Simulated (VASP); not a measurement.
Input for VASP

### POSCAR
```
HfB2
1
    1.5622870174    -2.7059607188     0.0000000000
    1.5622870174     2.7059607188    -0.0000000000
    0.0000000000     0.0000000000     3.4543800327
Hf B
1 2
Direct
  0.0000000000   0.0000000000  -0.0578975093
  0.3333330000   0.6666670000   0.5000000000
  0.6666670000   0.3333330000   0.5000000000
```

INCAR:
```
SYSTEM=HfB2
PREC=Accurate; ENCUT=600; LREAL=.False.
LASPH=.True.
EDIFF=1E-7; NELM=100; ALGO=Normal
LMAXMIX=6
ISMEAR=1; SIGMA=0.1
GGA=PS
ISIF=2
LWAVE=.False.; LCHARG=.False.
```

### KPOINTS
```
kpoints
0
G
10 10 8
0 0 0
```

POTCAR, in this order: Hf_pv B (PBE.64 set). Program: vasp_std.

Q: Translate this PBEsol calculation to Ansatz.

A: One equivalent input (not run):
Ansatz 0.2 input:
```yaml
crystal:
  lattice:
    - [1.5622870, -2.7059607, 0.0000000]
    - [1.5622870, 2.7059607, 0.0000000]
    - [0.0000000, 0.0000000, 3.4543800]
  atoms:
    - { symbol: Hf, position: [0.0000000, 0.0000000, -0.0578975] }
    - { symbol: B, position: [0.3333330, 0.6666670, 0.5000000] }
    - { symbol: B, position: [0.6666670, 0.3333330, 0.5000000] }
kpoints:
  mp_grid: { grid: [10, 10, 8] }
hamiltonian:
  xc: pbesol
  pseudopotentials: { kind: paw }
scf:
  occupations: { method: methfessel_paxton, width: 0.1 }
  max_iter: 100
output: { forces: true, stress: true, eigenvalues: true }
```
The two are equivalent in intent, not identical: each code has its own PAW files, so the cut-off isn't converted (ENCUT is set for VASP's; basis.ecutwfc is left out, and Ansatz then takes the one that its files recommend); Ansatz stops its SCF on the density residual and VASP on the energy change (EDIFF).

The compound is HfB2 in the AlB2 type structure. This cell was strained or had an atom moved on purpose.
